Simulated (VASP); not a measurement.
Set up this calculation in VASP 6.6.1, as the native input.

```yaml
Task: relaxation of cell and atoms
Functional: r2SCAN
Potentials_or_basis: VASP PAW PBE potentials, release 64 (Sn_d)
Cutoff: 600 eV
k_mesh: 10 × 10 × 10
Occupations: gaussian, width 0.03 eV
Spin: no spin polarisation
Further_INCAR_settings: ALGO = Normal; EDIFF = 1e-07; IBRION = 2; EDIFFG = -0.005; NSW = 90; ISIF = 3
```

The structure of Sn lies in POSCAR:

```
Sn                                      
1.0
   -0.0000000000      3.2829194365      3.2829194365
    3.2829194365      0.0000000000      3.2829194365
    3.2829194365      3.2829194365      0.0000000000
  Sn            
     2
Direct
     0.0000000000000000    0.0000000000000000    0.0000000000000000
     0.2500000000000000    0.2500000000000000    0.2500000000000000
```

This isn't the form of Sn at room conditions, which is tetragonal (white tin).

The input as run:

INCAR

```
SYSTEM = Sn
PREC = Accurate ; ENCUT = 600
EDIFF = 1E-7 ; ISMEAR = 0
SIGMA = 0.03 ; LREAL = .False.
LASPH = .True. ; NELM = 80
ALGO = Normal ; ISIF = 3
LWAVE = .False. ; LCHARG = .False.
METAGGA = R2SCAN ; LMIXTAU = .True.
IBRION = 2 ; NSW = 90
EDIFFG = -0.005
```

KPOINTS

```
regular mesh
0
Gamma
  10 10 10
  0 0 0
```

Potentials or basis: VASP PAW PBE potentials, release 64 (Sn_d).

The run is started by

```sh
$ cat potpaw_PBE.64/Sn_d/POTCAR > POTCAR
$ mpirun -np 1 vasp_std > vasp.out
```

It gave:

The pressure after relaxing is 0.0 GPa and the band gap on the k mesh is none (metal or under the smearing width).

Caveat: the relaxation stopped at its first step, so nothing moved; the PAW data sets were made with another functional, which shifts forces and pressure a little.

It took 2.9 min on 1 thread of Intel(R) Xeon(R) 6975P-C (Granite Rapids), on a shared host, peak memory 0.28 GiB.
